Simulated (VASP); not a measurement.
Input:

```
CELL_PARAMETERS angstrom
      0.00000     2.62618     2.62618
      2.62618     0.00000     2.62618
      2.62618     2.62618     0.00000
ATOMIC_POSITIONS crystal
  Ce 0.00000 0.00000 0.00000
  O  0.25000 0.25000 0.25000
  O  0.75000 0.75000 0.75000
```

These are LDA (Ceperley-Alder, Perdew-Zunger), VASP's LDA PAW potentials (set 64) (plane waves; VASP) values and carry that method's errors. Settings: 520 eV cut-off, 7×7×7 Γ-centred mesh, Gaussian smearing of 0.050 eV, potentials Ce O.

### Question
Estimate the energy per atom (σ→0), pressure.

### Answer

| Item | Value |
|---|---|
| energy per atom (σ→0) | -9.583 eV/atom |
| pressure | 14.64 GPa |

The compound is CeO2 in the fluorite structure. This cell is one point of a volume scan, at 0.94 of the reference volume. The run is not spin-polarised, so no magnetic state was tried.
